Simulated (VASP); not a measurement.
VASP runs on ZrN (space group Fm-3m) share one base input (LDA (Ceperley-Alder, Perdew-Zunger), plane waves, VASP's LDA PAW potentials (set 64)) and change the settings named in each case.

KPOINTS:
```
Automatic mesh
0
Gamma
8 8 8
0.5 0.5 0.5
```

### INCAR
```
SYSTEM = ZrN
PREC = Accurate
ENCUT = 400
EDIFF = 1E-6
NELM = 100
ALGO = Normal
LREAL = .FALSE.
LASPH = .TRUE.
ISMEAR = 0
SIGMA = 0.05
LMAXMIX = 4
LWAVE = .FALSE.
LCHARG = .FALSE.
ISIF = 2
```

**POSCAR**
```
ZrN
1
    0.0000000000     2.3316620000     2.3316620000
    2.3316620000     0.0000000000     2.3316620000
    2.3316620000     2.3316620000     0.0000000000
Zr N
1 1
Direct
  0.5000000000   0.5000000000   0.5000000000
  0.0000000000   0.0000000000   0.0000000000
```

POTCAR, in this order: Zr_sv N (LDA.64 set). Program: vasp_std.

```
change                                                                                                          E(σ→0) (eV/atom)  pressure (GPa)  −TS (eV)
--------------------------------------------------------------------------------------------------------------  ----------------  --------------  --------
base run                                                                                                                -11.1407          -23.37   -0.0013
EDIFF = 1E-09, ENCUT = 560, KPOINTS 11×11×11 Γ-centred mesh shifted by (0.5, 0.5, 0.5)                                  -11.1370          -20.58   -0.0006
ENCUT = 240, ISMEAR = -1, SIGMA = 0.5, KPOINTS 3×3×3 Γ-centred mesh shifted by (0.5, 0.5, 0.5)                          -11.1465          -64.14   -0.4629
ENCUT = 320, ISMEAR = 1, SIGMA = 0.136, KPOINTS 6×6×6 Γ-centred mesh shifted by (0.5, 0.5, 0.5)                         -11.1340          -34.00   -0.0019
EDIFF = 1E-03, ENCUT = 280, ISMEAR = 1, SIGMA = 0.136, KPOINTS 4×4×4 Γ-centred mesh shifted by (0.5, 0.5, 0.5)          -11.0857          -44.38   -0.0025
ENCUT = 240, KPOINTS 1×1×1 Γ-centred mesh shifted by (0.5, 0.5, 0.5)                                                    -11.7697          -73.21   -0.0282
EDIFF = 1E-03, ENCUT = 200                                                                                              -11.0319         -103.05   -0.0012
```
 Energies of different potentials or functionals have different zeros.  At 400 eV the pressure can carry a Pulay error.

Left out are runs that ran out of time, are held back, or changed the cell or the kind of run, fixed moments of cells without a moment, rows past the twelfth, gaps on odd meshes, pressures of charged cells and columns that move by less than the noise.

The structure comes from a computed database's ZrN entry; how it stands against other phases isn't given here. The cell was not relaxed at this level, its lattice was scaled by up to 2.5 %. The electron count is odd and the run is not spin-polarised, which forces a metal.
